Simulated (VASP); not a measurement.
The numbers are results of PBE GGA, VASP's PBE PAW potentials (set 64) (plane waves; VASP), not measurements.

The input files of a VASP run:

### KPOINTS
```
Automatic mesh
0
Gamma
8 8 8
0 0 0
```

### POSCAR
```
SrO
1
    0.0000000000     2.6154072761     2.6154072761
    2.6154072761     0.0000000000     2.6154072761
    2.6154072761     2.6154072761     0.0000000000
Sr O
1 1
Direct
  0.0000000000   0.0000000000   0.0000000000
  0.5000000000   0.5000000000   0.5000000000
```

### INCAR
```
SYSTEM  =  SrO
PREC  =  Accurate; ENCUT  =  600; LREAL  =  F
LASPH  =  T
EDIFF  =  1E-7; NELM  =  100; ALGO  =  Normal
LMAXMIX  =  4
ISMEAR  =  0; SIGMA  =  0.05
GGA  =  PE
ISIF  =  2
LWAVE  =  F; LCHARG  =  F
```

POTCAR, in this order: Sr_sv O (PBE.64 set). Program: vasp_std.

The run wrote:

**OUTCAR**
```
 ion  position               nearest neighbor table
   1  0.000  0.000  0.000-   2 2.62   2 2.62   2 2.62   2 2.62   2 2.62   2 2.62
   2  0.500  0.500  0.500-   1 2.62   1 2.62   1 2.62   1 2.62   1 2.62   1 2.62
  LATTYP: Found a face centered cubic cell.
 ALAT       =     5.2308145522
 Subroutine PRICEL returns:
 Original cell was already a primitive cell.
 Subroutine GETGRP returns: Found 48 space group operations
The static configuration has the point symmetry O_h .
The dynamic configuration has the point symmetry O_h .
 Subroutine INISYM returns: Found 48 space group operations
 Subroutine IBZKPT returns following result:
 Found     29 irreducible k-points:

 Following reciprocal coordinates:
            Coordinates               Weight
  0.000000  0.000000  0.000000      1.000000
  0.125000  0.000000  0.000000      8.000000
  0.250000  0.000000  0.000000      8.000000
  0.375000  0.000000  0.000000      8.000000
  0.500000  0.000000  0.000000      4.000000
  0.125000  0.125000  0.000000      6.000000
  0.250000  0.125000  0.000000     24.000000
  0.375000  0.125000  0.000000     24.000000
  0.500000  0.125000  0.000000     24.000000
 -0.375000  0.125000  0.000000     24.000000
 -0.250000  0.125000  0.000000     24.000000
 -0.125000  0.125000  0.000000     12.000000
  0.250000  0.250000  0.000000      6.000000
  0.375000  0.250000  0.000000     24.000000
  0.500000  0.250000  0.000000     24.000000
 -0.375000  0.250000  0.000000     24.000000
 -0.250000  0.250000  0.000000     12.000000
  0.375000  0.375000  0.000000      6.000000
  0.500000  0.375000  0.000000     24.000000
 -0.375000  0.375000  0.000000     12.000000
  0.500000  0.500000  0.000000      3.000000
  0.375000  0.250000  0.125000     24.000000
  0.500000  0.250000  0.125000     48.000000
 -0.375000  0.250000  0.125000     24.000000
...
```

### OSZICAR
```
       N       E                     dE             d eps       ncg     rms          rms(c)
DAV:   1     0.810061636069E+02    0.81006E+02   -0.93388E+03   696   0.144E+03
DAV:   2    -0.103779260434E+02   -0.91384E+02   -0.84218E+02   948   0.265E+02
DAV:   3    -0.141453963666E+02   -0.37675E+01   -0.37469E+01   920   0.523E+01
DAV:   4    -0.142493126899E+02   -0.10392E+00   -0.10387E+00   948   0.745E+00
DAV:   5    -0.142528539670E+02   -0.35413E-02   -0.35411E-02   940   0.811E-01    0.153E+01
DAV:   6    -0.121838335341E+02    0.20690E+01   -0.10696E+01   812   0.239E+01    0.184E+01
DAV:   7    -0.120620920629E+02    0.12174E+00   -0.66573E-01   868   0.708E+00    0.104E+01
DAV:   8    -0.120537738153E+02    0.83182E-02   -0.14095E-01   748   0.421E+00    0.783E-01
DAV:   9    -0.120542515270E+02   -0.47771E-03   -0.13295E-02   972   0.981E-01    0.222E-01
DAV:  10    -0.120549441131E+02   -0.69259E-03   -0.11648E-03   728   0.352E-01    0.707E-02
DAV:  11    -0.120550788806E+02   -0.13477E-03   -0.22608E-04   808   0.131E-01    0.493E-02
DAV:  12    -0.120550938439E+02   -0.14963E-04   -0.26430E-05   780   0.529E-02    0.252E-02
DAV:  13    -0.120550928123E+02    0.10316E-05   -0.42150E-06   864   0.240E-02    0.282E-03
DAV:  14    -0.120550926668E+02    0.14545E-06   -0.50117E-07   824   0.664E-03    0.122E-03
DAV:  15    -0.120550926740E+02   -0.71993E-08   -0.30756E-08   428   0.180E-03
   1 F= -.12055093E+02 E0= -.12055093E+02  d E =-.160180E-21
```

OUTCAR:
```
------------------------ aborting loop because EDIFF is reached ----------------------------------------
  FORCE on cell =-STRESS in cart. coord.  units (eV):
  Direction    XX          YY          ZZ          XY          YZ          ZX
  --------------------------------------------------------------------------------------
  Total       -0.2872534     -0.2872534     -0.2872534      0.0000000      0.0000000     -0.0000000
  in kB      -12.8625698    -12.8625698    -12.8625698      0.0000000      0.0000000     -0.0000000
  external PRESSURE =     -12.8625698 kB  Pullay stress =       0.0000000 kB
  volume of cell :       35.78
      direct lattice vectors                 reciprocal lattice vectors
     0.000000000  2.615407276  2.615407276    -0.191174814  0.191174814  0.191174814
     2.615407276  0.000000000  2.615407276     0.191174814 -0.191174814  0.191174814
     2.615407276  2.615407276  0.000000000     0.191174814  0.191174814 -0.191174814
  FREE ENERGIE OF THE ION-ELECTRON SYSTEM (eV)
  ---------------------------------------------------
  free  energy   TOTEN  =       -12.0550926740 eV

  energy  without entropy=      -12.0550926740  energy(sigma->0) =      -12.05509267
```
(Selected blocks of OUTCAR.)

The compound is SrO in the rock salt structure. This cell was strained or had an atom moved on purpose.
